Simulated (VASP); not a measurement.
Given:

```xyz
4
Lattice="2.0630 -3.5731 0.0000 2.0630 3.5731 0.0000 0.0000 0.0000 6.7034" Properties=species:S:1:pos:R:3 pbc="T T T"
Cd     2.0630    -1.1910     3.3518
Cd     2.0630     1.1910     0.0001
S      2.0630    -1.1910     5.8788
S      2.0630     1.1910     2.5271
```

Method: PBEsol GGA, VASP's PBE PAW potentials (set 64) (plane waves; VASP). Run with 400 eV cut-off, 11×11×6 Γ-centred mesh, Gaussian smearing of 0.010 eV, potentials Cd S.

**Question.** What does the run give for the energy per atom (σ→0)?

**Answer.** 
```json
{
  "energy per atom (σ→0)": "-3.408 eV/atom"
}
```

The compound is CdS in the wurtzite structure. It was relaxed first.
